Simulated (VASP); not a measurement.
Ga4As3N, 8 atoms in the cell. It takes space group Cm (No. 8, monoclinic). Conventional cell: a = 12.756 Å, b = 3.846 Å, c = 6.662 Å, α = 90.00°, β = 100.02°, γ = 90.00°. Ga (site symmetry m) has 3 As at 2.36 Å and 1 N at 2.36 Å as nearest neighbours. Around Ga (site symmetry m) lie 2 N at 2.36 Å and 2 As at 2.36 Å. Ga (site symmetry m) is surrounded by 4 As at 2.36 Å. Ga (site symmetry m) is surrounded by 3 As at 2.36 Å and 1 N at 2.36 Å. N (site symmetry m) has 4 Ga at 2.36 Å as nearest neighbours. Around As (site symmetry m) lie 4 Ga at 2.36 Å. As (site symmetry m) has 4 Ga at 2.36 Å as nearest neighbours. As (site symmetry m) has 4 Ga at 2.36 Å as nearest neighbours. The cell comes from a database or a generator and needn't be the stable form of this composition.

```yaml
Program: VASP 6.6.1
Task: band structure
Functional: PBEsol
Potentials_or_basis: VASP PAW PBE potentials, release 64 (Ga_d, N, As)
Cutoff: 520 eV
k_mesh: 7 × 7 × 4
Occupations: gaussian, width 0.02 eV
Spin: no spin polarisation
Further_INCAR_settings: ALGO = Fast; EDIFF = 1e-07
```

Potentials or basis: VASP PAW PBE potentials, release 64 (Ga_d, N, As).

Launch:

```bash
$ cat potpaw_PBE.64/Ga_d/POTCAR potpaw_PBE.64/N/POTCAR potpaw_PBE.64/As/POTCAR > POTCAR
$ mpirun -np 2 vasp_std > vasp.out
```

Hardware: 2 MPI ranks on Intel(R) Xeon(R) Platinum 8259CL CPU @ 2.50GHz (Skylake/Cascade Lake), with other jobs on the host.

Task: How long does it take, and how much memory?

Result: Run time: 14 min on 2 MPI ranks on Intel(R) Xeon(R) Platinum 8259CL CPU @ 2.50GHz (Skylake/Cascade Lake), on a shared host, peak memory 0.68 GiB a rank. Counts: scf iterations 64, k points 60.
